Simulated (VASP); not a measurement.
Here is a VASP 6.6.1 calculation.

File INCAR:

```
ALGO     = Normal         # electronic algorithm
EDIFF    = 1E-6           # SCF threshold, eV
ENCUT    = 520            # plane-wave cutoff, eV
GGA      = PS             # functional
ISIF     = 2              # what is computed and relaxed
ISMEAR   = 0              # smearing method
ISPIN    = 2              # spin polarisation
LASPH    = True           # aspherical terms in the spheres
LCHARG   = False          # write CHGCAR
LDAU     = True           # DFT+U
LDAUJ    = 0 0          
LDAUL    = 3 -1           # shell
LDAUPRINT= 1            
LDAUTYPE = 2            
LDAUU    = 4 0            # U, eV
LMAXMIX  = 6              # l up to which the mixer works
LORBIT   = 11             # projections on sites
LREAL    = False          # projectors in reciprocal space
LWAVE    = False          # write WAVECAR
MAGMOM   = 6 0            # initial moments
NELM     = 100            # most SCF steps
NUPDOWN  = 4              # fixed moment
PREC     = Accurate       # precision mode
SIGMA    = 0.05           # smearing width, eV
```

File KPOINTS:

```
k-points
0
Gamma
  7 7 7
```

The input POSCAR:

```
TbO
1.0
    2.7838380500      0.0000000000      0.0000000000
    0.0000000000      2.7838380500      0.0000000000
    0.0000000000      0.0000000000      2.7838380500
Tb O
1 1
Direct
    0.0000000000      0.0000000000      0.0000000000
    0.5000000000      0.5000000000      0.5000000000
```

Potentials or basis: VASP PAW PBE potentials, release 64 (Tb, O).

The run is started by

```sh
$ cat potpaw_PBE.64/Tb/POTCAR potpaw_PBE.64/O/POTCAR > POTCAR
$ mpirun -np 1 vasp_std > vasp.out
```

(1) Estimate the pressure.

Results:

(1) 39.0 GPa.

Caveat: the magnetic or orbital state may not be the lowest; the moment is held away from its start; a pressure of tens of GPa on the cell as given is suspect, and the run, the potentials or the cell itself is likely at fault; the PAW data sets were made with another functional, which shifts forces and pressure a little; the total moment is fixed, so each spin has its own Fermi level.
